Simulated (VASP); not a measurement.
The system is Bi2Te3 (Tellurobismuthite).

```
Bi Te
1.0
     2.19300    1.26613   10.16567
    -2.19300    1.26613   10.16567
     0.00000   -2.53226   10.16567
Bi Te
2 3
Direct
  0.40000 0.40000 0.40000
  0.60000 0.60000 0.60000
  0.00000 0.00000 0.00000
  0.20950 0.20950 0.20950
  0.79050 0.79050 0.79050
```

* Program: VASP 6.6.1
* Task: relaxation of cell and atoms
* Functional: PBE
* Potentials or basis: VASP PAW PBE potentials, release 64 (Bi_d, Te)
* Cutoff: 600 eV
* k mesh: 7 × 7 × 7
* Occupations: gaussian, width 0.03 eV
* Spin: no spin polarisation

At the start: pressure 1.9 GPa; volume 33.87 Å³/atom.

Q: Where does the relaxation end?

A: Over 15 steps the energy falls by 12.6 meV/atom and the volume is 36.32 Å³/atom (+7.2 %); space group R-3m (No. 166, to 0.05 Å).

Step by step:
| step | energy change (eV) | largest force (eV/Å) | pressure (GPa) | volume (Å³) |
| --- | --- | --- | --- | --- |
| 1 | 0.0000 | 0.0289 | 1.91 | 169.36 |
| 2 | -0.0278 | 0.3484 | -0.90 | 179.43 |
| 3 | -0.0376 | 0.2441 | -0.01 | 175.89 |
| 4 | -0.0432 | 0.1749 | -0.01 | 176.39 |
| 5 | -0.0469 | 0.1011 | 0.02 | 177.19 |
| 6 | -0.0487 | 0.0892 | 0.02 | 177.44 |
| 7 | -0.0533 | 0.0562 | -0.06 | 178.18 |
| 8 | -0.0587 | 0.0532 | -0.12 | 179.68 |
| 9 | -0.0574 | 0.1575 | -0.19 | 182.68 |
| 10 | -0.0599 | 0.0811 | -0.16 | 181.01 |
| 11 | -0.0613 | 0.0442 | 0.11 | 180.46 |
| 12 | -0.0613 | 0.0401 | 0.13 | 180.41 |
| 13 | -0.0623 | 0.0183 | 0.07 | 180.95 |
| 14 | -0.0628 | 0.0145 | -0.03 | 181.75 |
| 15 | -0.0628 | 0.0082 | -0.02 | 181.60 |

Final structure:
```xyz
5
Lattice="2.2251 1.2847 10.5880 -2.2251 1.2847 10.5880 0.0000 -2.5694 10.5880" Properties=species:S:1:pos:R:3 pbc="T T T"
Bi    0.0000    0.0000   12.6412
Bi    0.0000    0.0000   19.1229
Te    0.0000    0.0000    0.0000
Te    0.0000    0.0000    6.8131
Te    0.0000    0.0000   24.9509
```
